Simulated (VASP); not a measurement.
The system is LaSb2.

```
La Sb
1.0
     3.18411   -3.11183    0.00000
     3.18411    3.11183    0.00000
     0.00000    0.00000   18.86489
La Sb
4 8
Direct
  0.63523 0.36477 0.88917
  0.36477 0.63523 0.11083
  0.86477 0.13523 0.38917
  0.13523 0.86477 0.61083
  0.62898 0.37102 0.56149
  0.37102 0.62898 0.43851
  0.87102 0.12898 0.06149
  0.12898 0.87102 0.93851
  0.62166 0.87834 0.75000
  0.87834 0.62166 0.25000
  0.37834 0.12166 0.25000
  0.12166 0.37834 0.75000
```

The cell is a database's computed one.

```yaml
Program: VASP 6.6.1
Task: relaxation of cell and atoms
Functional: PBEsol
Potentials_or_basis: VASP PAW PBE potentials, release 64 (La, Sb)
Cutoff: 600 eV
k_mesh: 8 × 8 × 2
Occupations: methfessel-paxton, width 0.1 eV
Spin: no spin polarisation
```

At the start: pressure -2.5 GPa; volume 31.15 Å³/atom.

Q: How do energy, volume and symmetry change on relaxing?

A: Over 15 steps the energy falls by 15.1 meV/atom and the volume is 29.57 Å³/atom (-5.1 %); space group Cmce (No. 64, to 0.05 Å).

Step by step:
```
step  energy change (eV)  largest force (eV/Å)  pressure (GPa)  volume (Å³)
   1              0.0000                0.2068           -2.53       373.84
   2             -0.0927                0.3534            1.84       347.86
   3             -0.1411                0.2978            0.09       357.10
   4             -0.1619                0.1343            0.05       356.26
   5             -0.1687                0.1172            0.03       355.40
   6             -0.1760                0.0938           -0.03       355.40
   7             -0.1773                0.0783           -0.07       355.40
   8             -0.1803                0.0343            0.07       354.58
   9             -0.1808                0.0185            0.14       354.13
  10             -0.1810                0.0170           -0.14       355.60
  11             -0.1815                0.0107           -0.01       354.93
  12             -0.1815                0.0107           -0.01       354.95
  13             -0.1813                0.0127           -0.07       355.27
  14             -0.1815                0.0107           -0.02       354.96
  15             -0.1815                0.0086           -0.01       354.89
```

Final structure:
```xyz
12
Lattice="3.1439 -3.0943 0.0000 3.1439 3.0943 0.0000 0.0000 0.0000 18.2404" Properties=species:S:1:pos:R:3 pbc="T T T"
La    3.1439   -0.8387   16.2514
La    3.1439    0.8387    1.9890
La    3.1439   -2.2556    7.1312
La    3.1439    2.2556   11.1091
Sb    3.1439   -0.8154   10.2856
Sb    3.1439    0.8154    7.9548
Sb    3.1439   -2.2789    1.1654
Sb    3.1439    2.2789   17.0749
Sb    4.7158    0.7943   13.6803
Sb    4.7158   -0.7943    4.5601
Sb    1.5719   -0.7943    4.5601
Sb    1.5719    0.7943   13.6803
```

Caveat: the PAW data sets were made with another functional, which shifts forces and pressure a little.
